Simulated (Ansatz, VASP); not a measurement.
# TiO2 (Rutile): VASP beside Ansatz, part 2 of 2

Aim: how closely do two programs agree when they are given the same cell, functional and k mesh? The cell is taken from a series of runs on this material, whose earlier steps may have relaxed, scaled, displaced or heated it; both programs get it as it stands.

VASP 6.6.1 and Ansatz 0.2.0.

So far: The structure; Ansatz: zone-centre phonons, PBE; VASP: zone-centre phonons, PBE.

## (3) VASP: zone-centre phonons, PBE (continued)

Level of this step: PBE, no spin polarisation; plane waves and PAW (Ti_sv, O) (VASP).

Numbers of over 12 decimals in the logs are rounded to 6 here.

Parts of OUTCAR (step 3):

```text
ion  position               nearest neighbor table
   1  0.000  0.000  0.000-   4 1.96   6 1.96   4 1.96   6 1.96   5 2.00   3 2.00
   2  0.500  0.500  0.500-   3 1.96   5 1.96   3 1.96   5 1.96   4 2.00   6 2.00
   3  0.305  0.305  0.000-   2 1.96   2 1.96   1 2.00
   4  0.195  0.805  0.500-   1 1.96   1 1.96   2 2.00
   5  0.695  0.695  0.000-   2 1.96   2 1.96   1 2.00
   6  0.805  0.195  0.500-   1 1.96   1 1.96   2 2.00

  LATTYP: Found a simple tetragonal cell.
 ALAT       =     4.6434090544
 C/A-ratio  =     0.6382880509

 Subroutine GETGRP returns: Found 16 space group operations
 (whereof  8 operations were pure point group operations)

The static configuration has the point symmetry D_2h.
 The point group associated with its full space group is D_4h.

 Found     50 irreducible k-points:

   k-points           NKPTS =     50   k-points in BZ     NKDIM =     50   number of bands    NBANDS=     30

   dimension x,y,z NGX =    40 NGY =   40 NGZ =   24
   dimension x,y,z NGXF=    80 NGYF=   80 NGZF=   48

   ENCUT  =  600.0 eV  44.10 Ry    6.64 a.u.   9.27  9.27  5.92*2*pi/ulx,y,z

   NELECT =      48.0000    total number of electrons

 k-points in reciprocal lattice and weights: Automatic mesh
   0.00000000  0.00000000  0.00000000       0.003
   0.16666667  0.00000000  0.00000000       0.014
   0.33333333  0.00000000  0.00000000       0.014
   0.50000000  0.00000000  0.00000000       0.007
   0.16666667  0.16666667  0.00000000       0.014
   0.33333333  0.16666667  0.00000000       0.028
   0.50000000  0.16666667  0.00000000       0.014
   0.33333333  0.33333333  0.00000000       0.014
   0.50000000  0.33333333  0.00000000       0.014
[...]
0.50000000  0.33333333  0.50000000       0.014
   0.50000000  0.50000000  0.50000000       0.003

 average (electrostatic) potential at core
       1 -76.5350       2 -76.5350       3 -69.5335       4 -69.5335       5 -69.5335
       6 -69.5335

[...]
2.32170      2.32170      1.48192         0.000000     -0.000000     -0.000000
      1.41682      1.41682      0.00000        -0.018558     -0.018558     -0.000000
      0.90488      3.73853      1.48192         0.018558     -0.018558     -0.000000
      3.22659      3.22659      0.00000         0.018558      0.018558      0.000000
      3.73853      0.90488      1.48192        -0.018558      0.018558      0.000000
 -----------------------------------------------------------------------------------
    total drift:                                0.000000     -0.000000      0.000000

 Eigenvectors and eigenvalues of the dynamical matrix
 ----------------------------------------------------

   1 f  =   23.134971 THz   145.361311 2PiTHz  771.699572 cm-1    95.678510 meV
             X         Y         Z           dx          dy          dz
      0.000000  0.000000  0.000000    -0.000000    0.000000   -0.000000
      2.321705  2.321705  1.481916     0.000000   -0.000000    0.000000
      1.416822  1.416822  0.000000     0.353553    0.353553    0.000000
      0.904883  3.738526  1.481916     0.353553   -0.353553    0.000000
      3.226587  3.226587  0.000000    -0.353553   -0.353553   -0.000000
      3.738526  0.904883  1.481916    -0.353553    0.353553    0.000000

   2 f  =   17.144871 THz   107.724403 2PiTHz  571.891348 cm-1    70.905458 meV
             X         Y         Z           dx          dy          dz
      0.000000  0.000000  0.000000    -0.000000    0.000000   -0.000000
      2.321705  2.321705  1.481916    -0.000000   -0.000000    0.000000
      1.416822  1.416822  0.000000     0.353553    0.353553   -0.000000
      0.904883  3.738526  1.481916    -0.353553    0.353553    0.000000
      3.226587  3.226587  0.000000    -0.353553   -0.353553    0.000000
      3.738526  0.904883  1.481916     0.353553   -0.353553    0.000000

   3 f  =   14.175160 THz    89.065155 2PiTHz  472.832430 cm-1    58.623723 meV
             X         Y         Z           dx          dy          dz
      0.000000  0.000000  0.000000    -0.237988    0.506275   -0.000000
      2.321705  2.321705  1.481916     0.078847   -0.453754   -0.000000
      1.416822  1.416822  0.000000    -0.036869    0.297246    0.000000
      0.904883  3.738526  1.481916     0.174297   -0.342600   -0.000000
      3.226587  3.226587  0.000000    -0.036869    0.297246   -0.000000
      3.738526  0.904883  1.481916     0.174297   -0.342600    0.000000

   4 f  =   14.175160 THz    89.065155 2PiTHz  472.832430 cm-1    58.623723 meV
             X         Y         Z           dx          dy          dz
      0.000000  0.000000  0.000000    -0.453754   -0.078847   -0.000000
      2.321705  2.321705  1.481916     0.506275    0.237988    0.000000
      1.416822  1.416822  0.000000    -0.342600   -0.174297    0.000000
      0.904883  3.738526  1.481916     0.297246    0.036869    0.000000
      3.226587  3.226587  0.000000    -0.342600   -0.174297   -0.000000
      3.738526  0.904883  1.481916     0.297246    0.036869   -0.000000

   5 f  =   12.963397 THz    81.451424 2PiTHz  432.412369 cm-1    53.612277 meV
             X         Y         Z           dx          dy          dz
      0.000000  0.000000  0.000000     0.000000   -0.000000   -0.000000
      2.321705  2.321705  1.481916    -0.000000    0.000000   -0.000000
      1.416822  1.416822  0.000000    -0.000000    0.000000    0.707100
      0.904883  3.738526  1.481916    -0.000000   -0.000000   -0.003056
      3.226587  3.226587  0.000000     0.000000   -0.000000   -0.707100
      3.738526  0.904883  1.481916    -0.000000    0.000000    0.003056

   6 f  =   12.963397 THz    81.451424 2PiTHz  432.412369 cm-1    53.612277 meV
             X         Y         Z           dx          dy          dz
      0.000000  0.000000  0.000000    -0.000000    0.000000    0.000000
      2.321705  2.321705  1.481916    -0.000000   -0.000000   -0.000000
      1.416822  1.416822  0.000000    -0.000000    0.000000    0.003056
      0.904883  3.738526  1.481916    -0.000000   -0.000000    0.707100
      3.226587  3.226587  0.000000     0.000000   -0.000000   -0.003056
      3.738526  0.904883  1.481916     0.000000    0.000000   -0.707100

   7 f  =   12.473544 THz    78.373589 2PiTHz  416.072642 cm-1    51.586410 meV
             X         Y         Z           dx          dy          dz
      0.000000  0.000000  0.000000    -0.000000   -0.000000    0.000000
      2.321705  2.321705  1.481916     0.000000    0.000000   -0.000000
      1.416822  1.416822  0.000000     0.353553   -0.353553    0.000000
      0.904883  3.738526  1.481916     0.353553    0.353553    0.000000
      3.226587  3.226587  0.000000    -0.353553    0.353553   -0.000000
      3.738526  0.904883  1.481916    -0.353553   -0.353553   -0.000000

   8 f  =   10.760394 THz    67.609552 2PiTHz  358.928124 cm-1    44.501396 meV
             X         Y         Z           dx          dy          dz
      0.000000  0.000000  0.000000     0.000000   -0.000000   -0.015924
      2.321705  2.321705  1.481916     0.000000    0.000000    0.015924
      1.416822  1.416822  0.000000    -0.000000    0.000000    0.499873
      0.904883  3.738526  1.481916    -0.000000   -0.000000   -0.499873
      3.226587  3.226587  0.000000    -0.000000    0.000000    0.499873
      3.738526  0.904883  1.481916    -0.000000   -0.000000   -0.499873

   9 f  =   10.691808 THz    67.178608 2PiTHz  356.640312 cm-1    44.217743 meV
             X         Y         Z           dx          dy          dz
      0.000000  0.000000  0.000000     0.428243   -0.043701    0.000000
      2.321705  2.321705  1.481916    -0.457639   -0.167187    0.000000
      1.416822  1.416822  0.000000    -0.352292    0.040428    0.000000
      0.904883  3.738526  1.481916     0.377748    0.142191   -0.000000
      3.226587  3.226587  0.000000    -0.352292    0.040428    0.000000
      3.738526  0.904883  1.481916     0.377748    0.142191   -0.000000

  10 f  =   10.691808 THz    67.178608 2PiTHz  356.640312 cm-1    44.217743 meV
             X         Y         Z           dx          dy          dz
      0.000000  0.000000  0.000000    -0.167187    0.457639   -0.000000
      2.321705  2.321705  1.481916    -0.043701   -0.428243    0.000000
      1.416822  1.416822  0.000000     0.142191   -0.377748    0.000000
      0.904883  3.738526  1.481916     0.040428    0.352292   -0.000000
      3.226587  3.226587  0.000000     0.142191   -0.377748    0.000000
      3.738526  0.904883  1.481916     0.040428    0.352292   -0.000000

  11 f  =    4.396220 THz    27.622265 2PiTHz  146.642117 cm-1    18.181297 meV
             X         Y         Z           dx          dy          dz
      0.000000  0.000000  0.000000     0.000000    0.000000   -0.000000
      2.321705  2.321705  1.481916    -0.000000   -0.000000    0.000000
      1.416822  1.416822  0.000000    -0.353553    0.353553    0.000000
      0.904883  3.738526  1.481916     0.353553    0.353553    0.000000
      3.226587  3.226587  0.000000     0.353553   -0.353553   -0.000000
      3.738526  0.904883  1.481916    -0.353553   -0.353553    0.000000

  12 f  =    0.868372 THz     5.456140 2PiTHz   28.965759 cm-1     3.591295 meV
             X         Y         Z           dx          dy          dz
      0.000000  0.000000  0.000000     0.000000   -0.000000   -0.706927
      2.321705  2.321705  1.481916    -0.000000   -0.000000    0.706927
      1.416822  1.416822  0.000000    -0.000000   -0.000000   -0.011260
      0.904883  3.738526  1.481916    -0.000000   -0.000000    0.011260
      3.226587  3.226587  0.000000    -0.000000   -0.000000   -0.011260
      3.738526  0.904883  1.481916    -0.000000   -0.000000    0.011260

  13 f  =    0.027993 THz     0.175885 2PiTHz    0.933746 cm-1     0.115770 meV
             X         Y         Z           dx          dy          dz
      0.000000  0.000000  0.000000     0.000000    0.000000   -0.552163
      2.321705  2.321705  1.481916     0.000000    0.000000   -0.552163
      1.416822  1.416822  0.000000     0.000000    0.000000   -0.312343
      0.904883  3.738526  1.481916     0.000000    0.000000   -0.312343
      3.226587  3.226587  0.000000     0.000000    0.000000   -0.312343
      3.738526  0.904883  1.481916     0.000000    0.000000   -0.312343
    [... 43 further lines ...]
      3.226587  3.226587  0.000000     0.000000    0.000000    0.390438
      3.738526  0.904883  1.481916     0.000000    0.000000    0.390438

 ELASTIC MODULI CONTR FROM IONIC RELAXATION (kBar)
 Direction    XX          YY          ZZ          XY          YZ          ZX
 --------------------------------------------------------------------------------
 XX        -351.5249     75.5822   -143.6884      0.0000      0.0000      0.0000
 YY          75.5822   -351.5249   -143.6884     -0.0000     -0.0000     -0.0000
 ZZ        -143.6884   -143.6884   -149.6424      0.0000      0.0000      0.0000
 XY           0.0000      0.0000      0.0000     -1.3746      0.0000      0.0000
 YZ           0.0000     -0.0000      0.0000      0.0000   -256.5837     -0.0000
 ZX           0.0000     -0.0000      0.0000      0.0000     -0.0000   -168.1158
 --------------------------------------------------------------------------------
```

## (4) Differences

Known differences besides the potentials themselves: fixed occupations in Ansatz, narrow Gaussian smearing in VASP; the cutoff is 340 eV in Ansatz and 600 eV in VASP; Ansatz's log warns that its cutoff lies below the recommended one. Total energies have different zeros and are not compared.

Zone-centre modes by rising frequency (cm⁻¹; imaginary ones negative):

```tsv
program	modes
Ansatz	-133.5, -96.3, -96.3, -64.6, 0.0, 0.0, 0.0, 143.4, 349.4, 351.6, 351.6, 414.3, 422.0, 422.0, 464.8, 464.8, 559.2, 764.0
VASP	-88.1, -40.6, -40.6, 0.7, 0.7, 0.9, 29.0, 146.6, 356.6, 356.6, 358.9, 416.1, 432.4, 432.4, 472.8, 472.8, 571.9, 771.7
```

The two lists differ in the order or number of single and degenerate modes, so they aren't paired one by one; the r.m.s. figure in the results sets the two lists side by side in order.

## (5) Results

```yaml
r_m_s_difference_of_the_optical_zone_centre_modes_each_program_s_sorted_by_frequency_zone_centre_phonons_pbe: 34 cm⁻¹
```

What this shows: The r.m.s. difference of the optical zone-centre modes, each program's sorted by frequency is 34 cm⁻¹ (zone-centre phonons, PBE). Ansatz's own log doubts the convergence of its zone-centre phonons, PBE run, which may account for the difference. Such differences can come from data sets, numerical settings and the points named under the comparisons, not from the functional's error against experiment.

[Lines on the potential files, build, host, timing and source positions are cut from VASP's logs without a mark.]

[Logs are printed without paths, hosts, clocks, repeated set-up lines and the standing remarks that a program may print on its own settings, such as how far it seeks lower states.]

[Hosts, paths, dates, database ids (printed as entryN), source tags and the programs' standing remarks are cut or masked in the printed files.]
